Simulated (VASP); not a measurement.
Data:

```
CELL_PARAMETERS angstrom
      0.00000     2.46794     2.46794
      2.46794     0.00000     2.46794
      2.46794     2.46794     0.00000
ATOMIC_POSITIONS crystal
  Ca 0.00000 0.00000 0.00000
  O  0.50000 0.50000 0.50000
```

Level of theory: PBE GGA, VASP's PBE PAW potentials (set 64) (plane waves; VASP). Run with 600 eV cut-off, 10×10×10 Γ-centred mesh, Gaussian smearing of 0.050 eV, potentials Ca_sv O.

Q: Give the stress tensor in GPa (positive for a compressed cell).

A: 
```
-5.59   0.00   0.00
 0.00  -5.59   0.00
 0.00   0.00  -5.59
```
The pressure is its mean diagonal, -5.59 GPa.

The compound is CaO in the rock salt structure. This cell was strained or had an atom moved on purpose.
